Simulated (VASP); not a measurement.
KMgF$_{3}$ (cubic perovskite): the lattice constant a from VASP (plane waves, PAW) at several levels of theory. Static lattice.

```csv
level,lattice constant a (Å)
SCAN,3.962
r2SCAN,3.976
```

The cell of the SCAN run:

```yaml
crystal:
  lattice:
    - [3.96208, 0.00000, 0.00000]
    - [0.00000, 3.96208, 0.00000]
    - [0.00000, 0.00000, 3.96208]
  atoms:
    - { symbol: K, position: [0.00000, 0.00000, 0.00000] }
    - { symbol: Mg, position: [0.50000, 0.50000, 0.50000] }
    - { symbol: F, position: [0.50000, 0.00000, 0.50000] }
    - { symbol: F, position: [0.00000, 0.50000, 0.50000] }
    - { symbol: F, position: [0.50000, 0.50000, 0.00000] }
```

Only levels that ran to the end are used. Left out are those held back, those with too coarse a band path, GW runs whose mesh misses a band edge, hybrids' fits of cells that aren't cubic and levels without matching references; a question may draw on a part of the rest.

The compound is KMgF3 in the cubic perovskite structure.
